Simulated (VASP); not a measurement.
An input for Quantum ESPRESSO's pw.x (written as the equivalent of a VASP run, and not itself run):

```
&CONTROL
  calculation = 'scf'
  pseudo_dir = './pseudo'
  outdir = './out'
  tprnfor = .true.
  tstress = .true.
/
&SYSTEM
  ibrav = 0
  nat = 1
  ntyp = 1
  ecutwfc = 56.6
  occupations = 'smearing'
  smearing = 'fermi-dirac'
  degauss = 0.003675
  input_dft = 'pbe'
/
&ELECTRONS
  conv_thr = 7.3e-08
  electron_maxstep = 100
/
ATOMIC_SPECIES
  Ba 137.327 Ba.upf
CELL_PARAMETERS angstrom
    -2.5599490    2.5599490    2.5599490
     2.5599490   -2.5599490    2.5599490
     2.5599490    2.5599490   -2.5599490
ATOMIC_POSITIONS crystal
  Ba   0.0000000  0.0000000  0.0000000
K_POINTS automatic
  12 12 12 0 0 0
```

Q: Translate this input to VASP (INCAR, KPOINTS, POSCAR, choice of POTCAR).

A: One answer among several that fit: 
KPOINTS:
```
Automatic mesh
0
Gamma
12 12 12
0 0 0
```

INCAR:
```
# general
SYSTEM   =  Ba
PREC     =  Accurate
ENCUT    =  300   # plane-wave cut-off (eV)
LREAL    =  F   # projection in real space or not
LASPH    =  T

# electronic loop
EDIFF    =  1E-6   # SCF stop (eV)
NELM     =  100
ALGO     =  Normal   # blocked Davidson
LMAXMIX  =  4

# smearing
ISMEAR   =  -1   # Fermi-Dirac
SIGMA    =  0.05

# functional
GGA      =  PE

# ions
ISIF     =  2   # forces and stress, cell fixed

# output
LWAVE    =  F
LCHARG   =  F
```

**POSCAR**
```
Ba
4.4339620
 -0.5773502344   0.5773502344   0.5773502344
  0.5773502344  -0.5773502344   0.5773502344
  0.5773502344   0.5773502344  -0.5773502344
Ba
1
direct
  0.0000000000   0.0000000000   0.0000000000
```

POTCAR, in this order: Ba_sv (PBE.64 set). Program: vasp_std.

What does not carry over: the potentials are each code's own (VASP's PAW set, PseudoDojo norm-conserving files in pw.x), so ENCUT and ecutwfc are chosen apart and not converted; conv_thr bounds pw.x's estimated SCF error, while EDIFF bounds the energy change between steps.

The structure is a typed Ba crystal. The cell was not relaxed at this level.
